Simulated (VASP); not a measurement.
A VASP calculation is set up with these files.

**INCAR**
```
ALGO = Normal
EDIFF = 1E-6
ENCUT = 520
GGA = PE
ISIF = 2
ISMEAR = 0
LASPH = .TRUE.
LCHARG = .FALSE.
LREAL = .FALSE.
LWAVE = .FALSE.
NELM = 100
PREC = Accurate
SIGMA = 0.05
SYSTEM = CaO
```

POSCAR:
```
CaO
1
    0.0000000000     2.4050000000     2.4050000000
    2.4050000000     0.0000000000     2.4050000000
    2.4050000000     2.4050000000     0.0000000000
Ca O
1 1
Direct
  0.0000000000   0.0000000000   0.0000000000
  0.5000000000   0.5000000000   0.5000000000
```

### KPOINTS
```
Automatic mesh
0
Gamma
5 5 5
0 0 0
```

POTCAR, in this order: Ca_sv O (PBE.64 set). Program: vasp_std.

Question: Write an equivalent input for Ansatz.

Answer: One equivalent input (not run):
Ansatz 0.2 input:
```yaml
crystal:
  lattice:
    - [0.0000000, 2.4050000, 2.4050000]
    - [2.4050000, 0.0000000, 2.4050000]
    - [2.4050000, 2.4050000, 0.0000000]
  atoms:
    - { symbol: Ca, position: [0.0000000, 0.0000000, 0.0000000] }
    - { symbol: O, position: [0.5000000, 0.5000000, 0.5000000] }
kpoints:
  mp_grid: { grid: [5, 5, 5] }
hamiltonian:
  xc: pbe
  pseudopotentials: { kind: paw }
scf:
  occupations: { method: gaussian, width: 0.05 }
  max_iter: 100
output: { forces: true, stress: true, eigenvalues: true }
```
What does not carry over: each code has its own PAW files, so the cut-off isn't converted (ENCUT is set for VASP's; basis.ecutwfc is left out, and Ansatz then takes the one that its files recommend); Ansatz stops its SCF on the density residual and VASP on the energy change (EDIFF).

The compound is CaO in the rock salt structure. The cell was not relaxed at this level. The k-mesh is coarse (spacing up to 0.45 per Å, 2π included), so the numbers may not be converged in it. The run is one of a series of settings (KPOINTS 5×5×5 Γ-centred mesh against the base run), some of them coarse on purpose.
